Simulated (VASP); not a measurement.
Consider the following.

```
CELL_PARAMETERS angstrom
      3.68036    -1.88000     0.00000
      3.68036     1.88000     0.00000
      2.72002     0.00000     3.11142
ATOMIC_POSITIONS crystal
  As 0.22700 0.22700 0.22700
  As 0.77300 0.77300 0.77300
```

Level of theory: PBE GGA, VASP's PBE PAW potentials (set 64) (plane waves; VASP). Settings: 300 eV cut-off, 7×7×7 Γ-centred mesh, Fermi-Dirac smearing of 0.050 eV, potentials As.

### Question
What does the run give for the energy per atom (σ→0), pressure, largest force, band gap (on the k-mesh) with the smallest direct gap where there is one?

### Answer

```
Property                                                    Result
------------------------  ----------------------------------------
band gap (on the k-mesh)  none (metal, semimetal or under 0.01 eV)
energy per atom (σ→0)                               -4.672 eV/atom
pressure                                                 34.4 kbar
largest force                                           0.254 eV/Å
```

Only differences to runs with the same potentials and settings are physical.

The structure is a typed As crystal (R-3m). The cell was not relaxed at this level.
